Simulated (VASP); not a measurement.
# Be3Se2S (P3m1) in VASP: notebook, part 2 of 2

VASP 6.6.1. Earlier steps stand in the parts before.

### 3 Relaxation of cell and atoms, PBE

Input file INCAR:

```
PREC = Accurate
ENCUT = 520
EDIFF = 1E-7
ISMEAR = 0
SIGMA = 0.03
LREAL = False
LASPH = True
NELM = 120
ALGO = Normal
ISIF = 3
LWAVE = False
LCHARG = False
GGA = PE
IBRION = 2
NSW = 60
EDIFFG = -0.005
POTIM = 0.3
KPAR = 2
```

Input file KPOINTS:

```
Automatic mesh
0
Gamma
  8 8 4
```

Input file POSCAR:

```
Be3Se2S                                 
1.0
    3.5939136010      0.0000000000     -0.0000000000
   -1.7969568005      3.1124204816      0.0000000000
    0.0000000000     -0.0000000000      8.8009609202
  Be              Se              S             
     3     2     1
Direct
     0.6666666699999979    0.3333333300000021    0.9265835860342859
     0.3333333300000021    0.6666666699999979    0.2397750905835796
     0.0000000000000000    1.0000000000000000    0.5832438476334045
     0.6666666699999979    0.3333333300000021    0.6711270701693715
     0.0000000000000000    1.0000000000000000    0.3289525152269382
     0.3333333300000021    0.6666666699999979    0.0002894603524200
```

Potentials or basis: VASP PAW PBE potentials, release 64 (Be, Se, S).

Run with:

```bash
> cat potpaw_PBE.64/Be/POTCAR potpaw_PBE.64/Se/POTCAR potpaw_PBE.64/S/POTCAR > POTCAR
> mpirun -np 2 vasp_std > vasp.out
```

OUTCAR:

```text
PREC = Accurate
   ENCUT = 520
   EDIFF = 1E-7
   ISMEAR = 0
   LREAL = False
   LASPH = True
   NELM = 120
   ISIF = 3
   GGA = PE
   IBRION = 2
   NSW = 60
   EDIFFG = -0.005
   POTIM = 0.3

 ion  position               nearest neighbor table
   1  0.667  0.333  0.927-   6 2.17   6 2.17   6 2.17   4 2.25
   2  0.333  0.667  0.240-   6 2.11   5 2.22   5 2.22   5 2.22
   3  0.000  0.000  0.583-   4 2.21   4 2.21   4 2.21   5 2.24
   4  0.667  0.333  0.671-   3 2.21   3 2.21   3 2.21   1 2.25
   5  0.000  0.000  0.329-   2 2.22   2 2.22   2 2.22   3 2.24
   6  0.333  0.667  0.000-   2 2.11   1 2.17   1 2.17   1 2.17

  LATTYP: Found a hexagonal cell.
 ALAT       =     3.5939136010
 C/A-ratio  =     2.4488515577

  Lattice vectors:

 A1 = (   3.5939136010,   0.0000000000,   0.0000000000)
 A2 = (  -1.7969568005,   3.1124204816,   0.0000000000)
 A3 = (   0.0000000000,   0.0000000000,   8.8009609202)

Analysis of symmetry for initial positions (statically):
=====================================================================
 Subroutine PRICEL returns:
 Original cell was already a primitive cell.

 Routine SETGRP: Setting up the symmetry group for a
 hexagonal supercell.

 Subroutine GETGRP returns: Found  6 space group operations
 (whereof  6 operations were pure point group operations)
 out of a pool of 24 trial point group operations.

The static configuration has the point symmetry C_3v.

Analysis of symmetry for dynamics (positions and initial velocities):
=====================================================================
 Subroutine PRICEL returns:
 Original cell was already a primitive cell.

 Routine SETGRP: Setting up the symmetry group for a
 hexagonal supercell.

 Subroutine GETGRP returns: Found  6 space group operations
 (whereof  6 operations were pure point group operations)
 out of a pool of 24 trial point group operations.

The dynamic configuration has the point symmetry C_3v.

 Subroutine INISYM returns: Found  6 space group operations
 (whereof  6 operations are pure point group operations),
 and found     1 'primitive' translations

----------------------------------------------------------------------------------------

                                     Primitive cell

  volume of cell :      98.4455

  direct lattice vectors                    reciprocal lattice vectors
     3.593913601  0.000000000  0.000000000     0.278248203  0.160646674  0.000000000
    -1.796956801  3.112420482  0.000000000     0.000000000  0.321293349  0.000000000
     0.000000000  0.000000000  8.800960920     0.000000000  0.000000000  0.113623956

  length of vectors
     3.593913601  3.593913605  8.800960920     0.321293349  0.321293349  0.113623956

  position of ions in fractional coordinates (direct lattice)
     0.666666670  0.333333330  0.926583586
     0.333333330  0.666666670  0.239775091
     0.000000000  0.000000000  0.583243848
     0.666666670  0.333333330  0.671127070
     0.000000000  0.000000000  0.328952515
     0.333333330  0.666666670  0.000289460

[... 39 lines left out ...]
  0.250000 -0.000000  0.000000      6.000000
  0.375000 -0.000000  0.000000      6.000000
  0.500000 -0.000000  0.000000      3.000000
  0.125000  0.125000  0.000000      6.000000
[... 16 lines left out ...]
 -0.125000  0.500000  0.250000     12.000000
  0.250000  0.250000  0.250000     12.000000
 [... further k-points ...]
   k-points           NKPTS =     35   k-points in BZ     NKDIM =     35   number of bands    NBANDS=     16
   number of dos      NEDOS =    301   number of ions     NIONS =      6
   total plane-waves  NPLWV =  54880
   dimension x,y,z NGX =    28 NGY =   28 NGZ =   70
   dimension x,y,z NGXF=    56 NGYF=   56 NGZF=  140
   ions per type =               3   2   1
   NGX,Y,Z   is equivalent  to a cutoff of  12.95, 12.95, 13.22 a.u.
   NGXF,Y,Z  is equivalent  to a cutoff of  25.90, 25.90, 26.45 a.u.
 SYSTEM =  unknown system
   PREC   = accura    normal or accurate (medium, high low for compatibility)
   ISTART =      0    job   : 0-new  1-cont  2-samecut
   ICHARG =      2    charge: 1-file 2-atom 10-const
   ISPIN  =      1    spin polarized calculation?
   LNONCOLLINEAR =      F non collinear calculations
   LSORBIT =      F    spin-orbit coupling
   LASPH  =      T    aspherical Exc in radial PAW
   ENCUT  =  520.0 eV  38.22 Ry    6.18 a.u.   6.68  6.68 16.36*2*pi/ulx,y,z
   NELM   =    120;   NELMIN=  2; NELMDL= -5     # of ELM steps
   EDIFF  = 0.1E-06   stopping-criterion for ELM
   LREAL  =      F    real-space projection
   EDIFFG = -.5E-02   stopping-criterion for IOM
   NSW    =     60    number of steps for IOM
   IBRION =      2    ionic relax: 0-MD 1-quasi-New 2-CG
   NFREE  =      1    steps in history (QN), initial steepest desc. (CG)
   ISIF   =      3    stress and relaxation
   ISYM   =      2    0-nonsym 1-usesym 2-fastsym
   POTIM  = 0.3000    time-step for ionic-motion
   TEBEG  =    0.0;   TEEND  =   0.0 temperature during run
   PSTRESS=    0.0 pullay stress
   NELECT =      24.0000    total number of electrons
   NUPDOWN=      -1.0000    fix difference up-down
   EMIN   =  10.00;   EMAX   =-10.00  energy-range for DOS
   EFERMI =   0.00;   METHOD = LEGACY
   ISMEAR =     0;   SIGMA  =   0.03  broadening in eV -4-tet -1-fermi 0-gaus
   EFERMI_NEDOS =   21; number of points for ismear=-14 and -15
   IALGO  =     38    algorithm
   IMIX   =      4    mixing-type and parameters
     AMIX     =   0.40;   BMIX     =  1.00
     AMIX_MAG =   1.60;   BMIX_MAG =  1.00
  volume/ion in A,a.u.               =      16.41       110.72
  Fermi-wavevector in a.u.,A,eV,Ry     =   1.022696  1.932615 14.230432  1.045907
  Thomas-Fermi vector in A             =   2.156389
   LORBIT       =      0    0 simple, 1 ext, 2 COOP (PROOUT), +10 PAW based schemes
   GGA     = PE    functional components
   LHFCALC =     F    Hartree Fock is set to
   AEXX    =    0.0000 exact exchange contribution
   IVDW    =     0    specifies the selected vdW correction
   LEPSILON=     F    determine dielectric tensor
   LRPA    =     F    only Hartree local field effects (RPA)
 conjugate gradient relaxation of ions
 non-spin polarized calculation
 Gauss-broadening in eV      SIGMA  =   0.03
  energy-cutoff  :      520.00
  volume of cell :       98.45
 maximum number of plane-waves:      2684
 NGX is ok and might be reduce to    28
   NGX = 13   NGY = 13   NGZ = 33

 number of electron      23.9999999 magnetization

 Free energy of the ion-electron system (eV)
  ---------------------------------------------------
  ext. energy  EPLUGINS =         0.00000000
  ---------------------------------------------------
  free energy    TOTEN  =       -27.63249457 eV

  energy without entropy =      -27.63249457  energy(sigma->0) =      -27.63249457

 E-fermi :   3.7655     XC(G=0):  -9.4438

 val. band max:        3.6137093827   @ k =   0.0000   0.0000   0.0000
 cond. band min:       6.2095418230   @ k =   0.5000  -0.0000   0.0000
 fundamental gap:      2.5958324403
 Fermi energy:         3.7654827075

 k-point     1 :       0.0000    0.0000    0.0000
  band No.  band energies     occupation
      1     -10.2241      2.00000
      2      -9.3074      2.00000
      3      -9.2539      2.00000
      4      -1.2040      2.00000
      5      -0.9698      2.00000
      6       2.0308      2.00000
[... 433 lines left out ...]
      3      -8.3646      2.00000
      4      -1.4510      2.00000
      5      -1.1541      2.00000
      6      -0.9540      2.00000
[... 8 lines left out ...]
     15       9.1626      0.00000
     16       9.5902      0.00000

 [... further k-points ...]

------------------------ aborting loop because EDIFF is reached ----------------------------------------

  FORCE on cell =-STRESS in cart. coord.  units (eV):
  Direction    XX          YY          ZZ          XY          YZ          ZX
  --------------------------------------------------------------------------------------
  -------------------------------------------------------------------------------------
  Total        0.0015458      0.0015458     -0.0059763     -0.0000000      0.0000000      0.0000000
  in kB        0.0251583      0.0251583     -0.0972635     -0.0000000      0.0000000      0.0000000
  external PRESSURE =      -0.0156490 kB  Pullay stress =       0.0000000 kB

 VOLUME and BASIS-vectors are now :
 -----------------------------------------------------------------------------
  energy-cutoff  :      520.00
  volume of cell :       98.45
      direct lattice vectors                 reciprocal lattice vectors
     3.593913601  0.000000000  0.000000000     0.278248203  0.160646674  0.000000000
    -1.796956801  3.112420482  0.000000000     0.000000000  0.321293349  0.000000000
     0.000000000  0.000000000  8.800960920     0.000000000  0.000000000  0.113623956

 POSITION                                       TOTAL-FORCE (eV/Angst)
 -----------------------------------------------------------------------------------
      1.79696      1.03747      8.15483         0.000000      0.000000      0.001101
     -0.00000      2.07495      2.11025         0.000000      0.000000     -0.002757
      0.00000      0.00000      5.13311         0.000000      0.000000      0.001109
      1.79696      1.03747      5.90656         0.000000     -0.000000      0.000691
      0.00000      0.00000      2.89510         0.000000      0.000000     -0.001563
     -0.00000      2.07495      0.00255        -0.000000      0.000000      0.001419
 -----------------------------------------------------------------------------------
    total drift:                                0.000003     -0.000002      0.000008

  FREE ENERGIE OF THE ION-ELECTRON SYSTEM (eV)
  ---------------------------------------------------
  free  energy   TOTEN  =       -27.6324945740 eV

  energy  without entropy=      -27.6324945740  energy(sigma->0) =      -27.63249457

 reached required accuracy - stopping structural energy minimisation
```

Run time: 53 s. Hardware: 2 MPI ranks of Intel Xeon Platinum 8259CL at 2.50GHz (Skylake/Cascade Lake), shared host; peak memory 0.24 GiB.

Results:

```yaml
Free_energy: -27.6325 eV
Pressure_after_relaxing: 0.0 GPa
Band_gap_on_the_k_mesh: 2.60 eV, indirect (least direct gap 4.03 eV)
```

Forces in eV/Å, atoms in the order of the input:
```
Be   0.000  0.000  0.001
Be   0.000  0.000 -0.003
Be   0.000  0.000  0.001
Se   0.000  0.000  0.001
Se   0.000  0.000 -0.002
S    0.000  0.000  0.001
```

Final structure:
```cif
data_structure
_symmetry_space_group_name_H-M 'P 1'
_symmetry_Int_Tables_number 1
_cell_length_a 3.5939
_cell_length_b 3.5939
_cell_length_c 8.8010
_cell_angle_alpha 90.000
_cell_angle_beta 90.000
_cell_angle_gamma 120.000
_cell_volume 98.45
loop_
_atom_site_label
_atom_site_type_symbol
_atom_site_fract_x
_atom_site_fract_y
_atom_site_fract_z
_atom_site_occupancy
Be1 Be 0.66667 0.33333 0.92658 1
Be2 Be 0.33333 0.66667 0.23978 1
Be3 Be 0.00000 0.00000 0.58324 1
Se1 Se 0.66667 0.33333 0.67113 1
Se2 Se 0.00000 0.00000 0.32895 1
S1 S 0.33333 0.66667 0.00029 1
```

Levels at points of the mesh, in eV from the valence-band top:
| k point | band 8 | band 9 | band 10 | band 11 | band 12 | band 13 | band 14 | band 15 | band 16 |
| --- | --- | --- | --- | --- | --- | --- | --- | --- | --- |
| (0.00, 0.00, 0.00) | -0.67 | -0.67 | -0.24 | 0.00 | 0.00 | 4.03 | 4.69 | 4.71 | 4.97 |
| (0.50, 0.00, 0.00) | -2.88 | -2.40 | -2.23 | -1.82 | -1.47 | 2.60 | 4.19 | 4.61 | 4.81 |
| (0.00, 0.00, 0.50) | -1.60 | -0.51 | -0.51 | -0.17 | -0.17 | 4.13 | 4.71 | 4.84 | 5.34 |
| (0.50, 0.00, 0.50) | -3.22 | -2.84 | -2.20 | -1.23 | -1.14 | 3.34 | 3.64 | 4.41 | 5.44 |

Caveat: the relaxation stopped at its first step, so nothing moved.
